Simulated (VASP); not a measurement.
A convergence study with VASP on Ru: one setting is varied, all else stays as given below, so the limit is that of these other settings.

```
Ru
1.0
    2.70187     0.00000     0.00000
   -1.35093     2.33989     0.00000
    0.00000     0.00000    20.40070
Ru
4
Direct
  0.66667   0.33333   0.34313
  0.33333   0.66667   0.44771
  0.66667   0.33333   0.55229
  0.33333   0.66667   0.65687
```

These are PBE GGA, VASP's PBE PAW potentials (set 64) (plane waves; VASP) values and carry that method's errors. The tightest run used: 600 eV cut-off, 13×13×1 Γ-centred mesh, Fermi-Dirac smearing of 0.10 eV, potentials Ru_pv.

Task: The settings run are ENCUT = 150; ENCUT = 180; ENCUT = 210; ENCUT = 255; ENCUT = 360; ENCUT = 450; ENCUT = 600. From which on does the largest force stay within 0.01 eV/Å of the tightest run?

Result: From ENCUT = 255 on: it is off by 0.002 there and by no more than 0.01 in any finer run, while ENCUT = 210 is off by 0.013.
```json
[
 {"setting": "ENCUT = 150", "E (eV/atom)": "-4.3703", "largest force (eV/Å)": "1.645", "plane waves": "555", "difference judged (eV/Å)": "1.058"},
 {"setting": "ENCUT = 180", "E (eV/atom)": "-7.7822", "largest force (eV/Å)": "1.089", "plane waves": "725", "difference judged (eV/Å)": "0.502"},
 {"setting": "ENCUT = 210", "E (eV/atom)": "-8.5174", "largest force (eV/Å)": "0.573", "plane waves": "907", "difference judged (eV/Å)": "0.013"},
 {"setting": "ENCUT = 255", "E (eV/atom)": "-8.7036", "largest force (eV/Å)": "0.588", "plane waves": "1241", "difference judged (eV/Å)": "0.002"},
 {"setting": "ENCUT = 360", "E (eV/atom)": "-8.7022", "largest force (eV/Å)": "0.587", "plane waves": "2028", "difference judged (eV/Å)": "0.000"},
 {"setting": "ENCUT = 450", "E (eV/atom)": "-8.7047", "largest force (eV/Å)": "0.587", "plane waves": "2831", "difference judged (eV/Å)": "0.000"},
 {"setting": "ENCUT = 600", "E (eV/atom)": "-8.7049", "largest force (eV/Å)": "0.587", "plane waves": "4359", "difference judged (eV/Å)": "0.000"}
]
```

VASP warned of too few bands at ENCUT = 150; ENCUT = 180; ENCUT = 210; ENCUT = 255; ENCUT = 360; ENCUT = 450; ENCUT = 600.

Left out are rungs that failed or repeat a setting and relaxations that didn't move; long series are thinned to 24 rows.

The cell is a sheet or thin cut with vacuum, built from a generated structure. VASP warned that the highest band is occupied, so more bands are needed.
